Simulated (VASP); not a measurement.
# Y2Ge3 (P-6m2) in VASP: further runs, part 2 of 2

VASP 6.6.1.

### Step 5. Single point, RPBE

File run.py:

```python
from ase.calculators.vasp import Vasp
from ase.dft.bandgap import bandgap
from ase.io import read

atoms = read('Y2Ge3.xyz')
calc = Vasp(
    directory='calc',
    xc='rpbe',
    pp='PBE',
    setups='materialsproject',
    prec='Accurate',
    encut=520,
    ediff=1e-07,
    ismear=0,
    sigma=0.05,
    lreal=False,
    lasph=True,
    nelm=60,
    algo='Normal',
    isif=2,
    lwave=False,
    lcharg=False,
    kpts=[7, 7, 4],
    gamma=True,
)
atoms.calc = calc

print('energy (eV):', atoms.get_potential_energy())
print('free energy (eV):', atoms.get_potential_energy(force_consistent=True))
print('forces (eV/A):')
print(atoms.get_forces())
print('stress (eV/A^3, Voigt):', atoms.get_stress())
print('Fermi level (eV):', calc.get_fermi_level())
gap, top, bottom = bandgap(calc)
print('band gap (eV):', gap, 'from (spin, k, band)', top, 'to', bottom)
```

File Y2Ge3.xyz:

```xyz
5
Lattice="4.3924264328 0.0000000000 0.0000000000 -2.1962132164 3.8039528751 0.0000000000 0.0000000000 0.0000000000 7.1072950000" Properties=species:S:1:pos:R:3 pbc="T T T"
Y      0.0000000000      0.0000000000      1.9194742679
Y      0.0000000000      0.0000000000      5.1878207321
Ge     2.1962132166      1.2679842916      0.0000000000
Ge     2.1962132166      1.2679842916      3.5536475000
Ge    -0.0000000002      2.5359685835      0.0000000000
```

Potentials or basis: VASP PAW PBE potentials, release 64 (Y_sv, Ge_d).

Command:

```sh
$ python run.py
```

Standard output:

```text
energy (eV): -27.16564258
free energy (eV): -27.16624162
forces (eV/A):
[[-0.          0.         -0.13876838]
 [-0.          0.          0.13876838]
 [ 0.         -0.          0.        ]
 [-0.          0.          0.        ]
 [-0.          0.          0.        ]]
stress (eV/A^3, Voigt): [-0.01424223 -0.01424223 -0.01063513 -0.         -0.         -0.        ]
Fermi level (eV): 4.67731093
band gap (eV): 0.0 from (spin, k, band) (None, None, None) to (None, None, None)
```

OUTCAR:

```text
ENCUT = 520.000000
   EDIFF = 1.00e-07
   GGA = RP
   PREC = Accurate
   ISIF = 2
   ISMEAR = 0
   NELM = 60
   LASPH = .TRUE.
   LREAL = .FALSE.

 ion  position               nearest neighbor table
   1  0.000  0.000  0.270-   4 3.02   4 3.02   4 3.02   5 3.18   3 3.18   3 3.18   5 3.18   3 3.18
                             5 3.18   2 3.27   2 3.84
   2  0.000  0.000  0.730-   4 3.02   4 3.02   4 3.02   5 3.18   3 3.18   3 3.18   5 3.18   3 3.18
                             5 3.18   1 3.27   1 3.84
   3  0.667  0.333  0.000-   5 2.54   5 2.54   5 2.54   1 3.18   2 3.18   1 3.18   2 3.18   1 3.18
                             2 3.18
   4  0.667  0.333  0.500-   1 3.02   2 3.02   1 3.02   2 3.02   1 3.02   2 3.02
   5  0.333  0.667  0.000-   3 2.54   3 2.54   3 2.54   1 3.18   2 3.18   2 3.18   1 3.18   2 3.18
                             1 3.18

  LATTYP: Found a hexagonal cell.
 ALAT       =     4.3924264328
 C/A-ratio  =     1.6180794622

  Lattice vectors:

 A1 = (   4.3924264328,   0.0000000000,   0.0000000000)
 A2 = (  -2.1962132164,   3.8039528751,   0.0000000000)
 A3 = (   0.0000000000,   0.0000000000,   7.1072950000)

Analysis of symmetry for initial positions (statically):
=====================================================================
 Subroutine PRICEL returns:
 Original cell was already a primitive cell.

 Routine SETGRP: Setting up the symmetry group for a
 hexagonal supercell.

 Subroutine GETGRP returns: Found 12 space group operations
 (whereof 12 operations were pure point group operations)
 out of a pool of 24 trial point group operations.

The static configuration has the point symmetry D_3h.

Analysis of symmetry for dynamics (positions and initial velocities):
=====================================================================
 Subroutine PRICEL returns:
 Original cell was already a primitive cell.

 Routine SETGRP: Setting up the symmetry group for a
 hexagonal supercell.

 Subroutine GETGRP returns: Found 12 space group operations
 (whereof 12 operations were pure point group operations)
 out of a pool of 24 trial point group operations.

The dynamic configuration has the point symmetry D_3h.

 Subroutine INISYM returns: Found 12 space group operations
 (whereof 12 operations are pure point group operations),
 and found     1 'primitive' translations

----------------------------------------------------------------------------------------

                                     Primitive cell
[... 98 lines left out ...]
   EDIFFG = 0.1E-05   stopping-criterion for IOM
   NSW    =      0    number of steps for IOM
   IBRION =     -1    ionic relax: 0-MD 1-quasi-New 2-CG
   NFREE  =      0    steps in history (QN), initial steepest desc. (CG)
   ISIF   =      2    stress and relaxation
   ISYM   =      2    0-nonsym 1-usesym 2-fastsym
   POTIM  = 0.5000    time-step for ionic-motion
   TEBEG  =    0.0;   TEEND  =   0.0 temperature during run
   PSTRESS=    0.0 pullay stress
   NELECT =      64.0000    total number of electrons
   NUPDOWN=      -1.0000    fix difference up-down
   EMIN   =  10.00;   EMAX   =-10.00  energy-range for DOS
   EFERMI =   0.00;   METHOD = LEGACY
   ISMEAR =     0;   SIGMA  =   0.05  broadening in eV -4-tet -1-fermi 0-gaus
   EFERMI_NEDOS =   21; number of points for ismear=-14 and -15
   IALGO  =     38    algorithm
   IMIX   =      4    mixing-type and parameters
     AMIX     =   0.40;   BMIX     =  1.00
     AMIX_MAG =   1.60;   BMIX_MAG =  1.00
  volume/ion in A,a.u.               =      23.75       160.28
  Fermi-wavevector in a.u.,A,eV,Ry     =   1.332253  2.517594 24.148968  1.774899
  Thomas-Fermi vector in A             =   2.461202
   LORBIT       =      0    0 simple, 1 ext, 2 COOP (PROOUT), +10 PAW based schemes
   GGA     = RP    functional components
   LHFCALC =     F    Hartree Fock is set to
   AEXX    =    0.0000 exact exchange contribution
   IVDW    =     0    specifies the selected vdW correction
   LEPSILON=     F    determine dielectric tensor
   LRPA    =     F    only Hartree local field effects (RPA)
 non-spin polarized calculation
 Gauss-broadening in eV      SIGMA  =   0.05
  energy-cutoff  :      520.00
  volume of cell :      118.75
 maximum number of plane-waves:      3214
 NGX is ok and might be reduce to    36
   NGX = 17   NGY = 17   NGZ = 27

 number of electron      63.9999992 magnetization

 Free energy of the ion-electron system (eV)
  ---------------------------------------------------
  ext. energy  EPLUGINS =         0.00000000
  ---------------------------------------------------
  free energy    TOTEN  =       -27.16624162 eV

  energy without entropy =      -27.16504354  energy(sigma->0) =      -27.16564258

 E-fermi :   4.6773     XC(G=0): -10.1865

 val. band max:        4.6310124077   @ k =   0.1429   0.0000   0.0000
 cond. band min:       4.7139903015   @ k =   0.4286   0.1429   0.5000
 fundamental gap:      0.0829778938
 Fermi energy:         4.6773109310

 k-point     1 :       0.0000    0.0000    0.0000
  band No.  band energies     occupation
      1     -37.9420      2.00000
      2     -37.9051      2.00000
      3     -19.9912      2.00000
      4     -19.9912      2.00000
      5     -19.9742      2.00000
      6     -19.9639      2.00000
[... 973 lines left out ...]
     37       7.8483      0.00000
     38       8.1956      0.00000

------------------------ aborting loop because EDIFF is reached ----------------------------------------

  FORCE on cell =-STRESS in cart. coord.  units (eV):
  Direction    XX          YY          ZZ          XY          YZ          ZX
  --------------------------------------------------------------------------------------
  -------------------------------------------------------------------------------------
  Total        1.6913039      1.6913039      1.2629516      0.0000000      0.0000000      0.0000000
  in kB       22.8185623     22.8185623     17.0393613      0.0000000      0.0000000      0.0000000
  external PRESSURE =      20.8921620 kB  Pullay stress =       0.0000000 kB

 VOLUME and BASIS-vectors are now :
 -----------------------------------------------------------------------------
  energy-cutoff  :      520.00
  volume of cell :      118.75
      direct lattice vectors                 reciprocal lattice vectors
     4.392426433  0.000000000  0.000000000     0.227664598  0.131442217  0.000000000
    -2.196213216  3.803952875  0.000000000     0.000000000  0.262884434  0.000000000
     0.000000000  0.000000000  7.107295000     0.000000000  0.000000000  0.140700506

 POSITION                                       TOTAL-FORCE (eV/Angst)
 -----------------------------------------------------------------------------------
      0.00000      0.00000      1.91947        -0.000000      0.000000     -0.138768
      0.00000      0.00000      5.18782        -0.000000      0.000000      0.138768
      2.19621      1.26798      0.00000         0.000000     -0.000000      0.000000
      2.19621      1.26798      3.55365        -0.000000      0.000000      0.000000
     -0.00000      2.53597      0.00000        -0.000000      0.000000      0.000000
 -----------------------------------------------------------------------------------
    total drift:                                0.000000     -0.000000      0.000000

  FREE ENERGIE OF THE ION-ELECTRON SYSTEM (eV)
  ---------------------------------------------------
  free  energy   TOTEN  =       -27.1662416154 eV

  energy  without entropy=      -27.1650435377  energy(sigma->0) =      -27.16564258
```

INCAR:

```text
ENCUT = 520.000000
SIGMA = 0.050000
EDIFF = 1.00e-07
ALGO = Normal
GGA = RP
PREC = Accurate
ISIF = 2
ISMEAR = 0
NELM = 60
LASPH = .TRUE.
LCHARG = .FALSE.
LWAVE = .FALSE.
LREAL = .FALSE.
```

It took 55 s on 1 thread of Intel Xeon 6975P-C (Granite Rapids), shared host; peak memory 0.3 GiB.

What came out:

```
Free energy            : -27.1662 eV
Pressure               : 2.1 GPa
Largest force          : 0.139 eV/Å
Band gap on the k mesh : none (metal or under the smearing width)
```

Forces on the atoms (eV/Å):
```
Y    0.000  0.000 -0.139
Y    0.000  0.000  0.139
Ge   0.000  0.000  0.000
Ge   0.000  0.000  0.000
Ge   0.000  0.000  0.000
```

Levels at points of the mesh, in eV from the Fermi level:
```tsv
k point	band 29	band 30	band 31	band 32	band 33	band 34	band 35	band 36
(0.00, 0.00, 0.00)	-2.64	-0.52	-0.52	-0.05	0.76	0.76	1.10	1.58
(0.00, 0.00, 0.50)	-2.54	-1.68	-0.47	-0.47	0.15	0.15	1.65	1.76
```

Caveat: the PAW data sets were made with another functional, which shifts forces and pressure a little.
